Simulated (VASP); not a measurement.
# BaCuSeO (P4/nmm) in VASP: equation of state

Aim: energy against volume of BaCuSeO in PBE, for its equilibrium volume and stiffness.

Everything below comes from runs of VASP 6.6.1. Logs are shortened: lines on timing, memory, paths and dates and some standing lists are left out, and cuts for length are marked.

## (1) The crystal as given

Symmetry: P4/nmm, No. 129, tetragonal system. Conventional cell: a = 4.310 Å, b = 4.310 Å, c = 9.782 Å, α = 90.00°, β = 90.00°, γ = 90.00°. Ba (site symmetry 4mm) is surrounded by 4 O at 2.55 Å. Around Se (site symmetry 4mm) lie 4 Cu at 2.50 Å. Around Cu (site symmetry -4m2) lie 4 Se at 2.50 Å. Around O (site symmetry -4m2) lie 4 Ba at 2.55 Å.

The cell comes from a database or a generator and needn't be the stable form of this composition.

## (2) Equation of state, PBE, 21.35 Å³/atom (volume scaled by 0.94)

The input, INCAR:

```
SYSTEM = BaCuSeO
ALGO = Normal
EDIFF = 1E-7
ENCUT = 520
GGA = PE
ISIF = 2
ISMEAR = -1
LASPH = .TRUE.
LCHARG = .FALSE.
LREAL = .FALSE.
LWAVE = .FALSE.
NBANDS = 43
NELM = 80
PREC = Accurate
SIGMA = 0.05
```

The input, KPOINTS:

```
k-points
0
G
  6 6 3
  0 0 0
```

The input, POSCAR:

```
BaCuSeO
1.0
    4.2216801305      0.0000000000      0.0000000000
    0.0000000000      4.2216801305      0.0000000000
    0.0000000000      0.0000000000      9.5818832363
Ba Se Cu O
2 2 2 2
Direct
    0.5000000000      0.0000000000      0.3597740000
    0.0000000000      0.5000000000      0.6402260000
    0.0000000000      0.5000000000      0.1303160000
    0.5000000000      0.0000000000      0.8696840000
    0.0000000000      0.0000000000      0.0000000000
    0.5000000000      0.5000000000      0.0000000000
    0.0000000000      0.0000000000      0.5000000000
    0.5000000000      0.5000000000      0.5000000000
```

Potentials or basis: VASP PAW PBE potentials, release 64 (Ba_sv, Se, Cu, O).

Started as:

```
> cat potpaw_PBE.64/Ba_sv/POTCAR potpaw_PBE.64/Se/POTCAR potpaw_PBE.64/Cu/POTCAR potpaw_PBE.64/O/POTCAR > POTCAR
> mpirun -np 1 vasp_std > vasp.out
```

OUTCAR:

```text
SYSTEM = BaCuSeO
   EDIFF = 1E-7
   ENCUT = 520
   GGA = PE
   ISIF = 2
   ISMEAR = -1
   LASPH = .TRUE.
   LREAL = .FALSE.
   NELM = 80
   PREC = Accurate

 Found     20 irreducible k-points:

 Following reciprocal coordinates:
            Coordinates               Weight
  0.000000  0.000000  0.000000      1.000000
  0.166667  0.000000  0.000000      4.000000
  0.333333  0.000000  0.000000      4.000000
  0.500000  0.000000  0.000000      2.000000
  0.166667  0.166667  0.000000      4.000000
  0.333333  0.166667  0.000000      8.000000
   k-points           NKPTS =     20   k-points in BZ     NKDIM =     20   number of bands    NBANDS=     43
   number of dos      NEDOS =    301   number of ions     NIONS =      8
   total plane-waves  NPLWV =  73728
   dimension x,y,z NGX =    32 NGY =   32 NGZ =   72
   dimension x,y,z NGXF=    64 NGYF=   64 NGZF=  144
   ions per type =               2   2   2   2
   NGX,Y,Z   is equivalent  to a cutoff of  12.60, 12.60, 12.49 a.u.
   NGXF,Y,Z  is equivalent  to a cutoff of  25.20, 25.20, 24.98 a.u.
 SYSTEM =  BaCuSeO
   PREC   = accura    normal or accurate (medium, high low for compatibility)
   ISTART =      0    job   : 0-new  1-cont  2-samecut
   ICHARG =      2    charge: 1-file 2-atom 10-const
   ISPIN  =      1    spin polarized calculation?
   LNONCOLLINEAR =      F non collinear calculations
   LSORBIT =      F    spin-orbit coupling
   LASPH  =      T    aspherical Exc in radial PAW
   ENCUT  =  520.0 eV  38.22 Ry    6.18 a.u.   7.85  7.85 17.82*2*pi/ulx,y,z
   NELM   =     80;   NELMIN=  2; NELMDL= -5     # of ELM steps
   EDIFF  = 0.1E-06   stopping-criterion for ELM
   LREAL  =      F    real-space projection
   EDIFFG = 0.1E-05   stopping-criterion for IOM
   NSW    =      0    number of steps for IOM
   IBRION =     -1    ionic relax: 0-MD 1-quasi-New 2-CG
   NFREE  =      0    steps in history (QN), initial steepest desc. (CG)
   ISIF   =      2    stress and relaxation
   ISYM   =      2    0-nonsym 1-usesym 2-fastsym
   POTIM  = 0.5000    time-step for ionic-motion
   TEBEG  =    0.0;   TEEND  =   0.0 temperature during run
   PSTRESS=    0.0 pullay stress
   NELECT =      66.0000    total number of electrons
   NUPDOWN=      -1.0000    fix difference up-down
   EMIN   =  10.00;   EMAX   =-10.00  energy-range for DOS
   EFERMI =   0.00;   METHOD = LEGACY
   ISMEAR =    -1;   SIGMA  =   0.05  broadening in eV -4-tet -1-fermi 0-gaus
   EFERMI_NEDOS =   21; number of points for ismear=-14 and -15
   IALGO  =     38    algorithm
   IMIX   =      4    mixing-type and parameters
     AMIX     =   0.40;   BMIX     =  1.00
     AMIX_MAG =   1.60;   BMIX_MAG =  1.00
  volume/ion in A,a.u.               =      21.35       144.05
  Fermi-wavevector in a.u.,A,eV,Ry     =   1.192474  2.253449 19.347411  1.421995
  Thomas-Fermi vector in A             =   2.328511
   LORBIT       =      0    0 simple, 1 ext, 2 COOP (PROOUT), +10 PAW based schemes
   GGA     = PE    functional components
[... 5 lines left out ...]
 non-spin polarized calculation
  energy-cutoff  :      520.00
  volume of cell :      170.77
 maximum number of plane-waves:      4618
 NGX is ok and might be reduce to    32
   NGX = 15   NGY = 15   NGZ = 35

 number of electron      66.0000050 magnetization

 Free energy of the ion-electron system (eV)
  ---------------------------------------------------
  ext. energy  EPLUGINS =         0.00000000
  ---------------------------------------------------
  free energy    TOTEN  =       -37.88768951 eV

  energy without entropy =      -37.81479969  energy(sigma->0) =      -37.85124460

 E-fermi :   2.3663     XC(G=0):  -9.5669

 val. band max:        2.3633086485   @ k =   0.3333   0.0000   0.0000
 cond. band min:       2.3775091916   @ k =   0.3333   0.1667   0.0000
 fundamental gap:      0.0142005431
 Fermi energy:         2.3663161990

 k-point     1 :       0.0000    0.0000    0.0000
  band No.  band energies     occupation
      1     -22.7931      2.00000
[... 61 lines left out ...]
     11      -7.7815      2.00000
     12      -7.0447      2.00000
     13      -2.2251      2.00000
     14      -1.7135      2.00000
     15      -1.4241      2.00000
     16      -1.3337      2.00000
     17      -1.3283      2.00000
     18      -1.1417      2.00000
     19      -0.4966      2.00000
     20       0.1237      2.00000
     21       0.1554      2.00000
     22       0.2531      2.00000
     23       0.4265      2.00000
     24       0.4933      2.00000
     25       0.8409      2.00000
     26       1.0153      2.00000
     27       1.0509      2.00000
     28       1.1094      2.00000
     29       1.3110      2.00000
     30       1.7991      1.99998
     31       2.0578      1.99583
     32       2.2493      1.82430
     33       2.4895      0.15687
     34       2.5236      0.08246
     35       6.0995      0.00000
     36       6.2716      0.00000
     37       6.2882      0.00000
     38       7.7658      0.00000
     39       7.7999      0.00000
     40       8.0577      0.00000
     41       8.1937      0.00000
     42       8.5543      0.00000
     43       9.1767      0.00000

 k-point     6 :       0.3333    0.1667    0.0000
  band No.  band energies     occupation
      1     -22.6754      2.00000
      2     -22.5800      2.00000
      3     -13.6019      2.00000
      4     -13.3805      2.00000
      5     -10.7034      2.00000
      6     -10.3054      2.00000
      7      -8.2303      2.00000
      8      -7.9866      2.00000
      9      -7.9199      2.00000
     10      -7.8334      2.00000
     11      -7.5269      2.00000
     12      -7.0789      2.00000
     13      -2.4755      2.00000
     14      -2.2701      2.00000
     15      -1.3060      2.00000
     16      -1.2639      2.00000
     17      -1.1041      2.00000
     18      -1.0848      2.00000
     19      -0.3396      2.00000
     20       0.0011      2.00000
     21       0.0490      2.00000
     22       0.1293      2.00000
     23       0.2021      2.00000
     24       0.3388      2.00000
     25       1.0237      2.00000
     26       1.1646      2.00000
     27       1.2642      2.00000
     28       1.3837      2.00000
     29       1.3910      2.00000
     30       1.6641      2.00000
     31       1.8555      1.99993
     32       2.0128      1.99830
     33       2.1544      1.97157
     34       2.3775      0.88854
     35       6.4404      0.00000
     36       6.4511      0.00000
     37       7.0903      0.00000
     38       7.4604      0.00000
     39       7.9559      0.00000
     40       8.3616      0.00000
     41       8.5577      0.00000
     42       8.8751      0.00000
     43       9.1781      0.00000

 [... further k-points ...]
[... 5 lines left out ...]
  --------------------------------------------------------------------------------------
  -------------------------------------------------------------------------------------
  Total        4.1942120      4.1942120      3.6111728      0.0000000      0.0000000      0.0000000
  in kB       39.3495196     39.3495196     33.8795262      0.0000000      0.0000000      0.0000000
  external PRESSURE =      37.5261885 kB  Pullay stress =       0.0000000 kB

 VOLUME and BASIS-vectors are now :
 -----------------------------------------------------------------------------
  energy-cutoff  :      520.00
  volume of cell :      170.77
      direct lattice vectors                 reciprocal lattice vectors
     4.221680131  0.000000000  0.000000000     0.236872517  0.000000000  0.000000000
     0.000000000  4.221680131  0.000000000     0.000000000  0.236872517  0.000000000
     0.000000000  0.000000000  9.581883236     0.000000000  0.000000000  0.104363618

 POSITION                                       TOTAL-FORCE (eV/Angst)
 -----------------------------------------------------------------------------------
      2.11084      0.00000      3.44731        -0.000000      0.000000     -0.360338
      0.00000      2.11084      6.13457        -0.000000      0.000000      0.360338
      0.00000      2.11084      1.24867        -0.000000     -0.000000      0.353985
      2.11084      0.00000      8.33321         0.000000      0.000000     -0.353985
      0.00000      0.00000      0.00000        -0.000000     -0.000000      0.000000
      2.11084      2.11084      0.00000        -0.000000      0.000000      0.000000
      0.00000      0.00000      4.79094        -0.000000      0.000000      0.000000
      2.11084      2.11084      4.79094        -0.000000     -0.000000      0.000000
 -----------------------------------------------------------------------------------
    total drift:                                0.000000     -0.000000     -0.000000

  FREE ENERGIE OF THE ION-ELECTRON SYSTEM (eV)
  ---------------------------------------------------
  free  energy   TOTEN  =       -37.8876895054 eV

  energy  without entropy=      -37.8147996909  energy(sigma->0) =      -37.85124460
```

Run time: 4.2 min. Hardware: 1 thread of Intel Xeon Platinum 8175M at 2.50GHz (Skylake/Cascade Lake), shared host; peak memory 0.35 GiB.

What came out:

| Item | Value |
| --- | --- |
| Free energy | -37.8877 eV |
| Pressure | 3.8 GPa |
| Largest force | 0.360 eV/Å |
| Band gap on the k mesh | none (metal or under the smearing width) |

Caveat: the run has no spin polarisation, though such a crystal can be magnetic; semilocal functionals often make such compounds metallic where correlation or magnetic order opens a gap, which also shifts bond lengths.

## (3) Equation of state, PBE, 21.80 Å³/atom (volume scaled by 0.96)

The input, INCAR:

```
SYSTEM = BaCuSeO
PREC = Accurate
ENCUT = 520
EDIFF = 1E-7
ISMEAR = -1
SIGMA = 0.05
LREAL = .False.
LASPH = .True.
NELM = 60
ALGO = Normal
ISIF = 2
LWAVE = .False.
LCHARG = .False.
GGA = PE
NBANDS = 43
```

The input, KPOINTS:

```
regular mesh
0
Gamma
  6 6 3
  0 0 0
```

POSCAR: that of step 2 with these lines changed.

```diff
@@ -2,5 +2,5 @@
 1.0
-    4.2216801305      0.0000000000      0.0000000000
-    0.0000000000      4.2216801305      0.0000000000
-    0.0000000000      0.0000000000      9.5818832363
+    4.2514112518      0.0000000000      0.0000000000
+    0.0000000000      4.2514112518      0.0000000000
+    0.0000000000      0.0000000000      9.6493635106
 Ba Se Cu O
```

Potentials or basis: VASP PAW PBE potentials, release 64 (Ba_sv, Se, Cu, O).

Started as:

```
> cat potpaw_PBE.64/Ba_sv/POTCAR potpaw_PBE.64/Se/POTCAR potpaw_PBE.64/Cu/POTCAR potpaw_PBE.64/O/POTCAR > POTCAR
> mpirun -np 1 vasp_std > vasp.out
```

Run time: 4.2 min. Hardware: 1 thread of Intel Xeon Platinum 8175M at 2.50GHz (Skylake/Cascade Lake), shared host; peak memory 0.35 GiB.

The run converged. Its results:

```yaml
Free_energy: -37.9570 eV
Pressure: 2.3 GPa
Largest_force: 0.197 eV/Å
Band_gap_on_the_k_mesh: none (metal or under the smearing width)
```

Caveat: the run has no spin polarisation, though such a crystal can be magnetic; semilocal functionals often make such compounds metallic where correlation or magnetic order opens a gap, which also shifts bond lengths.

## (4) Equation of state, PBE, 22.26 Å³/atom (volume scaled by 0.98)

The input, INCAR:

```
SYSTEM = BaCuSeO
PREC = Accurate ; ENCUT = 520
EDIFF = 1E-7 ; ISMEAR = -1
SIGMA = 0.05 ; LREAL = .False.
LASPH = .True. ; NELM = 100
ALGO = Normal ; ISIF = 2
LWAVE = .False. ; LCHARG = .False.
GGA = PE ; NBANDS = 43
```

KPOINTS is that of step 3.

POSCAR: that of step 3 with these lines changed.

```diff
@@ -2,5 +2,5 @@
 1.0
-    4.2514112518      0.0000000000      0.0000000000
-    0.0000000000      4.2514112518      0.0000000000
-    0.0000000000      0.0000000000      9.6493635106
+    4.2807322560      0.0000000000      0.0000000000
+    0.0000000000      4.2807322560      0.0000000000
+    0.0000000000      0.0000000000      9.7159129481
 Ba Se Cu O
```

Started as:

```
> cat potpaw_PBE.64/Ba_sv/POTCAR potpaw_PBE.64/Se/POTCAR potpaw_PBE.64/Cu/POTCAR potpaw_PBE.64/O/POTCAR > POTCAR
> mpirun -np 1 vasp_std > vasp.out
```

It took 6.6 min on 1 thread of Intel Xeon Platinum 8175M at 2.50GHz (Skylake/Cascade Lake), shared host; peak memory 0.35 GiB.

Results (log left out):

```
Free energy            : -37.9945 eV
Pressure               : 1.0 GPa
Largest force          : 0.055 eV/Å
Band gap on the k mesh : none (metal or under the smearing width)
```

Caveat: the run has no spin polarisation, though such a crystal can be magnetic; semilocal functionals often make such compounds metallic where correlation or magnetic order opens a gap, which also shifts bond lengths.

## (5) Equation of state, PBE, 23.16 Å³/atom (volume scaled by 1.02)

The input, INCAR:

```
SYSTEM = BaCuSeO
  PREC = Accurate
  ENCUT = 520
  EDIFF = 1E-7
  ISMEAR = -1
  SIGMA = 0.05
  LREAL = .FALSE.
  LASPH = .TRUE.
  NELM = 100
  ALGO = Normal
  ISIF = 2
  LWAVE = .FALSE.
  LCHARG = .FALSE.
  GGA = PE
  NBANDS = 43
```

The input, KPOINTS:

```
regular mesh
0
G
  6 6 3
  0 0 0
```

POSCAR: that of step 4 with these lines changed.

```diff
@@ -2,5 +2,5 @@
 1.0
-    4.2807322560      0.0000000000      0.0000000000
-    0.0000000000      4.2807322560      0.0000000000
-    0.0000000000      0.0000000000      9.7159129481
+    4.3381986066      0.0000000000      0.0000000000
+    0.0000000000      4.3381986066      0.0000000000
+    0.0000000000      0.0000000000      9.8463434508
 Ba Se Cu O
```

Started as:

```
> cat potpaw_PBE.64/Ba_sv/POTCAR potpaw_PBE.64/Se/POTCAR potpaw_PBE.64/Cu/POTCAR potpaw_PBE.64/O/POTCAR > POTCAR
> mpirun -np 1 vasp_std > vasp.out
```

Run time: 5 min. Hardware: 1 thread of Intel Xeon Platinum 8175M at 2.50GHz (Skylake/Cascade Lake), shared host; peak memory 0.37 GiB.

It converged, with:

```yaml
Free_energy: -37.9874 eV
Pressure: -1.3 GPa
Largest_force: 0.327 eV/Å
Band_gap_on_the_k_mesh: none (metal or under the smearing width)
```

Caveat: the run has no spin polarisation, though such a crystal can be magnetic; semilocal functionals often make such compounds metallic where correlation or magnetic order opens a gap, which also shifts bond lengths.

## (6) Equation of state, PBE, 23.62 Å³/atom (volume scaled by 1.04)

The input, INCAR:

```
SYSTEM = BaCuSeO
PREC     = Accurate       ! precision mode
ENCUT    = 520            ! plane-wave cutoff, eV
EDIFF    = 1E-7           ! SCF threshold, eV
ISMEAR   = -1             ! smearing method
SIGMA    = 0.05           ! smearing width, eV
LREAL    = .FALSE.        ! projectors in reciprocal space
LASPH    = .TRUE.         ! aspherical terms in the spheres
NELM     = 80             ! most SCF steps
ALGO     = Normal         ! electronic algorithm
ISIF     = 2              ! what is computed and relaxed
LWAVE    = .FALSE.        ! write WAVECAR
LCHARG   = .FALSE.        ! write CHGCAR
GGA      = PE             ! functional
NBANDS   = 43             ! bands
```

KPOINTS is that of step 5.

POSCAR: that of step 5 with these lines changed.

```diff
@@ -2,5 +2,5 @@
 1.0
-    4.3381986066      0.0000000000      0.0000000000
-    0.0000000000      4.3381986066      0.0000000000
-    0.0000000000      0.0000000000      9.8463434508
+    4.3663695168      0.0000000000      0.0000000000
+    0.0000000000      4.3663695168      0.0000000000
+    0.0000000000      0.0000000000      9.9102825375
 Ba Se Cu O
```

Potentials or basis: VASP PAW PBE potentials, release 64 (Ba_sv, Se, Cu, O).

Started as:

```
> cat potpaw_PBE.64/Ba_sv/POTCAR potpaw_PBE.64/Se/POTCAR potpaw_PBE.64/Cu/POTCAR potpaw_PBE.64/O/POTCAR > POTCAR
> mpirun -np 1 vasp_std > vasp.out
```

It took 7.4 min on 1 thread of Intel Xeon Platinum 8175M at 2.50GHz (Skylake/Cascade Lake), shared host; peak memory 0.37 GiB.

The run converged. Its results:

* Free energy: -37.9486 eV
* Pressure: -2.2 GPa
* Largest force: 0.467 eV/Å
* Band gap on the k mesh: none (metal or under the smearing width)

Caveat: the run has no spin polarisation, though such a crystal can be magnetic; semilocal functionals often make such compounds metallic where correlation or magnetic order opens a gap, which also shifts bond lengths.

## (7) Equation of state, PBE, 24.07 Å³/atom (volume scaled by 1.06)

The input, INCAR:

```
PREC     = Accurate       # precision mode
ENCUT    = 520            # plane-wave cutoff, eV
EDIFF    = 1E-7           # SCF threshold, eV
ISMEAR   = -1             # smearing method
SIGMA    = 0.05           # smearing width, eV
LREAL    = F              # projectors in reciprocal space
LASPH    = T              # aspherical terms in the spheres
NELM     = 60             # most SCF steps
ALGO     = Normal         # electronic algorithm
ISIF     = 2              # what is computed and relaxed
LWAVE    = F              # write WAVECAR
LCHARG   = F              # write CHGCAR
GGA      = PE             # functional
NBANDS   = 43             # bands
```

The input, KPOINTS:

```
regular mesh
0
Gamma
  6 6 3
```

POSCAR: that of step 6 with these lines changed.

```diff
@@ -2,5 +2,5 @@
 1.0
-    4.3663695168      0.0000000000      0.0000000000
-    0.0000000000      4.3663695168      0.0000000000
-    0.0000000000      0.0000000000      9.9102825375
+    4.3941815374      0.0000000000      0.0000000000
+    0.0000000000      4.3941815374      0.0000000000
+    0.0000000000      0.0000000000      9.9734070581
 Ba Se Cu O
```

Started as:

```
> cat potpaw_PBE.64/Ba_sv/POTCAR potpaw_PBE.64/Se/POTCAR potpaw_PBE.64/Cu/POTCAR potpaw_PBE.64/O/POTCAR > POTCAR
> mpirun -np 1 vasp_std > vasp.out
```

It took 6.6 min on 1 thread of Intel Xeon Platinum 8175M at 2.50GHz (Skylake/Cascade Lake), shared host; peak memory 0.41 GiB.

The run converged. Its results:

```yaml
Free_energy: -37.8895 eV
Pressure: -3.1 GPa
Largest_force: 0.595 eV/Å
Band_gap_on_the_k_mesh: none (metal or under the smearing width)
```

Caveat: the run has no spin polarisation, though such a crystal can be magnetic; semilocal functionals often make such compounds metallic where correlation or magnetic order opens a gap, which also shifts bond lengths.

## (8) Equation of state, PBE

Potentials or basis: VASP PAW PBE potentials, release 64 (Ba_sv, Se, Cu, O).

This step only gathers the single runs of the series.

Results:

- Equilibrium volume: 22.64 Å³/atom
- Bulk modulus at fixed shape and positions: 57 GPa
- Pressure derivative of the bulk modulus: 4.6

Energy against volume, from the lowest point:
| volume (Å³/atom) | energy (meV/atom) |
| --- | --- |
| 21.347 | 14.50 |
| 21.801 | 5.83 |
| 22.255 | 1.14 |
| 22.709 | 0.00 |
| 23.163 | 2.03 |
| 23.618 | 6.88 |
| 24.072 | 14.28 |

Caveat: the cell was scaled at fixed shape and fractional positions, which overstates the stiffness of a crystal with free parameters, most of all of layers and chains; the run has no spin polarisation, though such a crystal can be magnetic. Spin-orbit coupling is left out, which matters for the levels of Ba.
